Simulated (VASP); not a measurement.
Level of theory: PBEsol GGA, VASP's PBE PAW potentials (set 64) (plane waves; VASP).

VASP ran on this input.

INCAR:
```
# general
SYSTEM  = Zn7Tc
PREC    = Accurate
ENCUT   = 300
LREAL   = .FALSE.
LASPH   = .TRUE.

# electronic loop
EDIFF   = 1E-6   # SCF stop (eV)
NELM    = 100   # most electronic steps
ALGO    = Normal
LMAXMIX = 4

# smearing
ISMEAR  = -1   # Fermi-Dirac
SIGMA   = 0.1

# functional
GGA     = PS

# ions
ISIF    = 2   # forces and stress, cell fixed

# output
LWAVE   = .FALSE.
LCHARG  = .FALSE.
```

### KPOINTS
```
Automatic mesh
0
Gamma
2 2 2
0 0 0
```

**POSCAR**
```
Zn7Tc
1
    0.0000000000     3.8229100000     3.8229100000
    3.8229100000     0.0000000000     3.8229100000
    3.8229100000     3.8229100000     0.0000000000
Zn Tc
7 1
Direct
  0.5000000000   0.0000000000   0.0000000000
  0.5000000000   0.0000000000   0.5000000000
  0.0000000000   0.5000000000   0.5000000000
  0.0000000000   0.5000000000   0.0000000000
  0.5000000000   0.5000000000   0.0000000000
  0.0000000000   0.0000000000   0.5000000000
  0.5000000000   0.5000000000   0.5000000000
  0.0000000000   0.0000000000   0.0000000000
```

POTCAR, in this order: Zn Tc_pv (PBE.64 set). Program: vasp_std.

At this cut-off the stress carries a Pulay error, which pulls relaxed volumes low. Gaps are read on the run's mesh, which can miss a band edge.

Task: Predict the energy per atom (σ→0), pressure, band gap (on the k-mesh).

Result: 
```
Property                                                    Result
------------------------  ----------------------------------------
energy per atom (σ→0)                               -2.986 eV/atom
band gap (on the k-mesh)  none (metal, semimetal or under 0.01 eV)
pressure                                                 -3.05 GPa
```

File OSZICAR:
```
...
DAV:   8    -0.239537608597E+02    0.13462E+00   -0.41092E-01   394   0.615E+00    0.256E+00
DAV:   9    -0.239251551224E+02    0.28606E-01   -0.68582E-02   364   0.146E+00    0.682E-01
DAV:  10    -0.239236788712E+02    0.14763E-02   -0.54099E-03   382   0.152E+00    0.228E-01
DAV:  11    -0.239233981751E+02    0.28070E-03   -0.11306E-03   364   0.606E-01    0.747E-02
DAV:  12    -0.239233728932E+02    0.25282E-04   -0.22586E-04   436   0.219E-01    0.174E-02
DAV:  13    -0.239233795897E+02   -0.66965E-05   -0.10718E-04   348   0.837E-02    0.691E-03
DAV:  14    -0.239233798864E+02   -0.29665E-06   -0.42042E-06   326   0.126E-02
   1 F= -.23923380E+02 E0= -.23890870E+02  d E =-.650189E-01
```

The structure comes from a computed database's Zn7Tc entry (Fm-3m); how it stands against other phases isn't given here. The cell was not relaxed at this level. The k-mesh is coarse (spacing up to 0.71 per Å, 2π included), so the numbers may not be converged in it. The run is one of a series of settings (KPOINTS 2×2×2 Γ-centred mesh against the base run), some of them coarse on purpose. The electron count is odd and the run is not spin-polarised, which forces a metal.
